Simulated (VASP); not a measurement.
Here is the system:

```
CELL_PARAMETERS angstrom
      2.83990     0.00000     0.00000
      0.00000     2.83990     0.00000
      0.00000     0.00000     2.83990
ATOMIC_POSITIONS crystal
  Al 0.50000 0.50000 0.50000
  Fe 0.00000 0.00000 0.00000
```

Method: r2SCAN meta-GGA, VASP's PBE PAW potentials (set 64) (plane waves; VASP). Settings: PREC = Normal, EDIFF = 1E-5, 400 eV cut-off, 14×14×14 Γ-centred mesh, first-order Methfessel-Paxton smearing of 0.10 eV, potentials Al Fe.

Q: Predict the energy per atom (σ→0), band gap (on the k-mesh) with the smallest direct gap where there is one.

A: 
```json
{
  "band gap (on the k-mesh)": "none (metal, semimetal or under 0.01 eV)",
  "energy per atom (σ→0)": "-10.641 eV/atom"
}
```

The absolute energy has meaning only against runs of the same code, potentials and settings.

The compound is FeAl in the CsCl type structure. It was relaxed first, which changed the volume by -7 %. The run is not spin-polarised, so no magnetic state was tried. The electron count is odd and the run is not spin-polarised, which forces a metal.
